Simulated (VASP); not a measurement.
Output of a VASP run:

File OUTCAR:
```
 ion  position               nearest neighbor table
   1  0.000  0.000  0.000-   4 1.95   5 1.95   4 1.95   5 1.95   3 1.98   6 1.98
   2  0.500  0.500  0.500-   3 1.95   6 1.95   3 1.95   6 1.95   5 1.98   4 1.98
   3  0.304  0.304  0.000-   2 1.95   2 1.95   1 1.98
   4  0.804  0.196  0.500-   1 1.95   1 1.95   2 1.98
   5  0.196  0.804  0.500-   1 1.95   1 1.95   2 1.98
   6  0.696  0.696  0.000-   2 1.95   2 1.95   1 1.98
  LATTYP: Found a simple tetragonal cell.
 ALAT       =     4.5947055636
 C/A-ratio  =     0.6406760137
 Subroutine PRICEL returns:
 Original cell was already a primitive cell.
 Subroutine GETGRP returns: Found 16 space group operations
The static configuration has the point symmetry D_2h.
 The point group associated with its full space group is D_4h.
The dynamic configuration has the point symmetry D_2h.
 Subroutine INISYM returns: Found 16 space group operations
 Subroutine IBZKPT returns following result:
 Found     24 irreducible k-points:

 Following reciprocal coordinates:
            Coordinates               Weight
  0.000000  0.000000  0.000000      1.000000
  0.200000  0.000000  0.000000      4.000000
  0.400000  0.000000  0.000000      4.000000
  0.200000  0.200000  0.000000      4.000000
  0.400000  0.200000  0.000000      8.000000
  0.400000  0.400000  0.000000      4.000000
  0.000000  0.000000  0.142857      2.000000
  0.200000  0.000000  0.142857      8.000000
  0.400000  0.000000  0.142857      8.000000
  0.200000  0.200000  0.142857      8.000000
  0.400000  0.200000  0.142857     16.000000
  0.400000  0.400000  0.142857      8.000000
  0.000000  0.000000  0.285714      2.000000
  0.200000  0.000000  0.285714      8.000000
  0.400000  0.000000  0.285714      8.000000
  0.200000  0.200000  0.285714      8.000000
  0.400000  0.200000  0.285714     16.000000
  0.400000  0.400000  0.285714      8.000000
  0.000000  0.000000  0.428571      2.000000
  0.200000  0.000000  0.428571      8.000000
  0.400000  0.000000  0.428571      8.000000
  0.200000  0.200000  0.428571      8.000000
  0.400000  0.200000  0.428571     16.000000
  0.400000  0.400000  0.428571      8.000000
   k-points           NKPTS =     24   k-points in BZ     NKDIM =     24   number of bands    NBANDS=     28
   number of dos      NEDOS =    301   number of ions     NIONS =      6
   total plane-waves  NPLWV =  31104
   dimension x,y,z NGX =    36 NGY =   36 NGZ =   24
   dimension x,y,z NGXF=    72 NGYF=   72 NGZF=   48
   ions per type =               2   4
   PREC   = accura    normal or accurate (medium, high low for compatibility)
   ISTART =      0    job   : 0-new  1-cont  2-samecut
   ICHARG =      2    charge: 1-file 2-atom 10-const
   ISPIN  =      1    spin polarized calculation?
   LNONCOLLINEAR =      F non collinear calculations
   LSORBIT =      F    spin-orbit coupling
   INIWAV =      1    electr: 0-lowe 1-rand  2-diag
   ENCUT  =  520.0 eV  38.22 Ry    6.18 a.u.   8.54  8.54  5.47*2*pi/ulx,y,z
   NELM   =    100;   NELMIN=  2; NELMDL= -5     # of ELM steps
   EDIFF  = 0.1E-05   stopping-criterion for ELM
   LREAL  =      F    real-space projection
   NLSPLINE    = F    spline interpolate recip. space projectors
   LMAXMIX     =    4 max onsite mixed and CHGCAR
   VOSKOWN=      0    Vosko Wilk Nusair interpolation
   EDIFFG = -.2E-01   stopping-criterion for IOM
   NSW    =     60    number of steps for IOM
   NBLOCK =      1;   KBLOCK =     60    inner block; outer block
   IBRION =      2    ionic relax: 0-MD 1-quasi-New 2-CG
   NFREE  =      1    steps in history (QN), initial steepest desc. (CG)
   ISIF   =      3    stress and relaxation
   ISYM   =      2    0-nonsym 1-usesym 2-fastsym
   TEIN   =    0.0    initial temperature
   TEBEG  =    0.0;   TEEND  =   0.0 temperature during run
   SMASS  =  -3.00    Nose mass-parameter (am)
   PSTRESS=    0.0 pullay stress
   NELECT =      48.0000    total number of electrons
   EFERMI =   0.00;   METHOD = LEGACY
   ISMEAR =     0;   SIGMA  =   0.05  broadening in eV -4-tet -1-fermi 0-gaus
...
```

File OSZICAR:
```
...
DAV:   6    -0.428037811346E+02    0.16858E+02   -0.11817E+02  1608   0.104E+02    0.120E+01
DAV:   7    -0.424344238076E+02    0.36936E+00   -0.17189E+01  1676   0.332E+01    0.797E+00
DAV:   8    -0.425266885663E+02   -0.92265E-01   -0.49224E+00  1632   0.204E+01    0.467E+00
DAV:   9    -0.422854987855E+02    0.24119E+00   -0.22293E+00  1664   0.132E+01    0.119E+00
DAV:  10    -0.422919892607E+02   -0.64905E-02   -0.11503E-01  1660   0.277E+00    0.193E-01
DAV:  11    -0.422921774868E+02   -0.18823E-03   -0.62723E-03  1728   0.559E-01    0.921E-02
DAV:  12    -0.422921654626E+02    0.12024E-04   -0.54109E-04  1764   0.169E-01    0.553E-02
DAV:  13    -0.422921375016E+02    0.27961E-04   -0.10413E-04  1784   0.728E-02    0.101E-02
DAV:  14    -0.422921372536E+02    0.24800E-06   -0.59419E-06  1436   0.213E-02
   1 F= -.42292137E+02 E0= -.42292137E+02  d E =-.422921E+02
       N       E                     dE             d eps       ncg     rms          rms(c)
DAV:   1    -0.425936261773E+02   -0.30149E+00   -0.10227E+01  1856   0.364E+01    0.511E+00
DAV:   2    -0.423304760119E+02    0.26315E+00   -0.11723E+00  1524   0.107E+01    0.209E+00
DAV:   3    -0.422777561801E+02    0.52720E-01   -0.44112E-01  1612   0.430E+00    0.570E-01
DAV:   4    -0.422775027875E+02    0.25339E-03   -0.82108E-02  2012   0.155E+00    0.431E-01
DAV:   5    -0.422795608641E+02   -0.20581E-02   -0.37283E-03  1732   0.594E-01    0.255E-01
DAV:   6    -0.422836016626E+02   -0.40408E-02   -0.87064E-03  2172   0.425E-01    0.128E-01
DAV:   7    -0.422837888089E+02   -0.18715E-03   -0.36487E-04  1672   0.121E-01    0.922E-02
DAV:   8    -0.422838824334E+02   -0.93624E-04   -0.24537E-04  1632   0.150E-01    0.980E-03
DAV:   9    -0.422838871641E+02   -0.47307E-05   -0.26458E-05  2024   0.316E-02    0.876E-03
DAV:  10    -0.422838864825E+02    0.68163E-06   -0.15998E-06  1108   0.109E-02
   2 F= -.42283886E+02 E0= -.42283886E+02  d E =0.825077E-02
       N       E                     dE             d eps       ncg     rms          rms(c)
DAV:   1    -0.424078510751E+02   -0.12396E+00   -0.34843E+00  1880   0.207E+01    0.300E+00
DAV:   2    -0.423160378213E+02    0.91813E-01   -0.37302E-01  1568   0.594E+00    0.121E+00
DAV:   3    -0.422977153745E+02    0.18322E-01   -0.13900E-01  1524   0.258E+00    0.266E-01
DAV:   4    -0.422989203811E+02   -0.12050E-02   -0.24898E-02  1760   0.729E-01    0.244E-01
DAV:   5    -0.422995269966E+02   -0.60662E-03   -0.12466E-03  1764   0.348E-01    0.149E-01
DAV:   6    -0.423009208226E+02   -0.13938E-02   -0.28182E-03  2220   0.234E-01    0.726E-02
DAV:   7    -0.423009770957E+02   -0.56273E-04   -0.12418E-04  1676   0.941E-02    0.396E-02
DAV:   8    -0.423010085551E+02   -0.31459E-04   -0.58112E-05  1744   0.666E-02    0.433E-03
DAV:   9    -0.423010117439E+02   -0.31887E-05   -0.10079E-05  1952   0.166E-02    0.291E-03
DAV:  10    -0.423010118813E+02   -0.13742E-06   -0.26699E-07   840   0.379E-03
   3 F= -.42301012E+02 E0= -.42301012E+02  d E =-.887463E-02
       N       E                     dE             d eps       ncg     rms          rms(c)
DAV:   1    -0.423010314642E+02   -0.19720E-04   -0.69561E-04  1948   0.295E-01    0.429E-02
DAV:   2    -0.423010122988E+02    0.19165E-04   -0.75909E-05  1552   0.867E-02    0.170E-02
DAV:   3    -0.423010088850E+02    0.34138E-05   -0.28879E-05  1608   0.357E-02    0.400E-03
DAV:   4    -0.423010092062E+02   -0.32115E-06   -0.49830E-06  1260   0.112E-02
   4 F= -.42301009E+02 E0= -.42301009E+02  d E =-.887195E-02
```

**OUTCAR**
```
------------------------ aborting loop because EDIFF is reached ----------------------------------------
  FORCE on cell =-STRESS in cart. coord.  units (eV):
  Direction    XX          YY          ZZ          XY          YZ          ZX
  --------------------------------------------------------------------------------------
  Total        0.0269338      0.0269338      0.0176286      0.0000000      0.0000000      0.0000000
  in kB        0.6855784      0.6855784      0.4487219      0.0000000      0.0000000      0.0000000
  external PRESSURE =       0.6066262 kB  Pullay stress =       0.0000000 kB
  volume of cell :       62.94
      direct lattice vectors                 reciprocal lattice vectors
     4.611848676  0.000000000  0.000000000     0.216832787 -0.000000000  0.000000000
     0.000000000  4.611848676  0.000000000    -0.000000000  0.216832787  0.000000000
     0.000000000  0.000000000  2.959376891     0.000000000  0.000000000  0.337908971
 POSITION                                       TOTAL-FORCE (eV/Angst)
 -----------------------------------------------------------------------------------
      0.00000      0.00000      0.00000         0.000000     -0.000000      0.000000
      2.30592      2.30592      1.47969         0.000000     -0.000000      0.000000
      1.40219      1.40219      0.00000         0.014120      0.014120      0.000000
      3.70812      0.90373      1.47969         0.014120     -0.014120     -0.000000
      0.90373      3.70812      1.47969        -0.014120      0.014120      0.000000
      3.20966      3.20966      0.00000        -0.014120     -0.014120     -0.000000
 -----------------------------------------------------------------------------------
    total drift:                                0.000000      0.000000      0.000000
  FREE ENERGIE OF THE ION-ELECTRON SYSTEM (eV)
  ---------------------------------------------------
  free  energy   TOTEN  =       -42.3010092062 eV

  energy  without entropy=      -42.3010092062  energy(sigma->0) =      -42.30100921

 reached required accuracy - stopping structural energy minimisation
```
(Selected blocks of OUTCAR.)

**POSCAR**
```
TiO2
1
    4.5947055636    -0.0000000000     0.0000000000
    0.0000000000     4.5947055636     0.0000000000
    0.0000000000     0.0000000000     2.9437176444
Ti O
2 4
Direct
  0.0000000000   1.0000000000   0.0000000000
  0.5000000000   0.5000000000   0.5000000000
  0.3042739349   0.3042739349   1.0000000000
  0.8042739349   0.1957260651   0.5000000000
  0.1957260651   0.8042739349   0.5000000000
  0.6957260651   0.6957260651   0.0000000000
```

Task: Write an INCAR and KPOINTS that could have produced this output.

Result: This is not unique; one that fits is the input of the run itself, optB86b-vdW, plane waves, VASP's PBE PAW potentials (set 64).

KPOINTS:
```
K-points
0
G
  5 5 7
0 0 0
```

**INCAR**
```
! general
SYSTEM  =TiO2
PREC    =Accurate
ENCUT   =520
LREAL   =.FALSE.
LASPH   =.TRUE.   ! aspherical one-centre terms

! electronic loop
EDIFF   =1E-6   ! SCF stop (eV)
NELM    =100   ! most electronic steps
ALGO    =Normal
LMAXMIX =4   ! l cut-off of mixed one-centre charges

! smearing
ISMEAR  =0   ! Gaussian
SIGMA   =0.05

! functional
GGA     =MK
LUSE_VDW=.TRUE.
AGGAC   =0.0
PARAM1  =0.1234
PARAM2  =1.0

! ions
IBRION  =2
NSW     =60   ! most ionic steps
ISIF    =3   ! ions, shape and volume
EDIFFG  =-0.02   ! ionic stop

! output
LWAVE   =.FALSE.
LCHARG  =.FALSE.
```

POTCAR, in this order: Ti_sv O (PBE.64 set). Program: vasp_std.

The compound is TiO2 in the rutile structure. This run relaxes it. Symmetry was kept, so distortions that lower it aren't found. The start is the result of an earlier pass.
